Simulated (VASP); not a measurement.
```
AgCl
1.0
    0.00000     2.47572     2.47572
    2.47572     0.00000     2.47572
    2.47572     2.47572     0.00000
Ag Cl
1 1
Direct
  0.00000   0.00000   0.00000
  0.50000   0.50000   0.50000
```

Method: LDA (Ceperley-Alder, Perdew-Zunger), VASP's LDA PAW potentials (set 64) (plane waves; VASP 6.6.1). Run with 500 eV cut-off, 9×9×9 Γ-centred mesh, Gaussian smearing of 0.050 eV, potentials Ag Cl.

Question: Predict the energy per atom (σ→0), pressure.

Answer: 
```
Item                           Result
---------------------  --------------
energy per atom (σ→0)  -3.098 eV/atom
pressure                    29.99 GPa
```

The compound is AgCl in the rock salt structure. It was relaxed first under an external pressure of 30 GPa.
